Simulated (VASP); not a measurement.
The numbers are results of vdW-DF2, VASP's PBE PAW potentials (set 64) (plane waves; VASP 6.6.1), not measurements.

The input files of a VASP run:

**POSCAR**
```
C
1.0
  0.0000000000   1.8033229124   1.8033229124
  1.8033229124   0.0000000000   1.8033229124
  1.8033229124   1.8033229124   0.0000000000
C
2
Direct
  0.0000000000   0.0000000000   0.0000000000
  0.2500000000   0.2500000000   0.2500000000
```

File KPOINTS:
```
Automatic mesh
0
Gamma
12 12 12
0 0 0
```

### INCAR
```
LASPH=.TRUE.   ! aspherical one-centre terms
NELM=100
LUSE_VDW=.TRUE.
ISMEAR=0
AGGAC=0.0
ALGO=Normal   ! blocked Davidson
PREC=Accurate
GGA=ML
ISIF=2
ENCUT=520   ! plane-wave cut-off (eV)
SYSTEM=C
LREAL=.FALSE.
LWAVE=.FALSE.
LCHARG=.FALSE.
EDIFF=1E-7   ! SCF stop (eV)
ZAB_VDW=-1.8867
SIGMA=0.05   ! width (eV)
```

POTCAR, in this order: C (PBE.64 set). Program: vasp_std.

Output of the run:

File OSZICAR:
```
       N       E                     dE             d eps       ncg     rms          rms(c)
DAV:   1     0.312062322609E+01    0.31206E+01   -0.50934E+03  1232   0.992E+02
DAV:   2    -0.152159041668E+02   -0.18337E+02   -0.17989E+02  1792   0.112E+02
DAV:   3    -0.153451740287E+02   -0.12927E+00   -0.12927E+00  1208   0.120E+01
DAV:   4    -0.153454072731E+02   -0.23324E-03   -0.23324E-03  1616   0.556E-01
DAV:   5    -0.153454073578E+02   -0.84708E-07   -0.84694E-07  1232   0.737E-03    0.540E+00
DAV:   6    -0.148621939404E+02    0.48321E+00   -0.42111E-01  1288   0.563E+00    0.321E+00
DAV:   7    -0.146755913583E+02    0.18660E+00   -0.65715E-01  1552   0.685E+00    0.914E-01
DAV:   8    -0.146769135343E+02   -0.13222E-02   -0.53057E-03  1224   0.937E-01    0.947E-02
DAV:   9    -0.146767300454E+02    0.18349E-03   -0.57417E-04  1280   0.202E-01    0.311E-02
DAV:  10    -0.146767352456E+02   -0.52002E-05   -0.11830E-05  1328   0.513E-02    0.695E-03
DAV:  11    -0.146767353512E+02   -0.10562E-06   -0.95393E-07  1720   0.128E-02    0.410E-04
DAV:  12    -0.146767352731E+02    0.78072E-07   -0.53003E-09   600   0.100E-03
   1 F= -.14676735E+02 E0= -.14676735E+02  d E =-.315695E-12
```

File OUTCAR:
```
------------------------ aborting loop because EDIFF is reached ----------------------------------------
  FORCE on cell =-STRESS in cart. coord.  units (eV):
  Direction    XX          YY          ZZ          XY          YZ          ZX
  --------------------------------------------------------------------------------------
  Total       -0.0092828     -0.0092828     -0.0092828      0.0000000      0.0000000      0.0000000
  in kB       -1.2680551     -1.2680551     -1.2680551      0.0000000      0.0000000      0.0000000
  external PRESSURE =      -1.2680551 kB  Pullay stress =       0.0000000 kB
  volume of cell :       11.73
      direct lattice vectors                 reciprocal lattice vectors
     0.000000000  1.803322912  1.803322912    -0.277265928  0.277265928  0.277265928
     1.803322912  0.000000000  1.803322912     0.277265928 -0.277265928  0.277265928
     1.803322912  1.803322912  0.000000000     0.277265928  0.277265928 -0.277265928
 POSITION                                       TOTAL-FORCE (eV/Angst)
 -----------------------------------------------------------------------------------
      0.00000      0.00000      0.00000        -0.000000     -0.000000     -0.000000
      0.90166      0.90166      0.90166         0.000000      0.000000      0.000000
 -----------------------------------------------------------------------------------
    total drift:                                0.000000      0.000000      0.000000
  FREE ENERGIE OF THE ION-ELECTRON SYSTEM (eV)
  ---------------------------------------------------
  free  energy   TOTEN  =       -14.6767352731 eV

  energy  without entropy=      -14.6767352731  energy(sigma->0) =      -14.67673527
```
(Selected blocks of OUTCAR.)

The compound is C in the diamond structure. It was relaxed first.
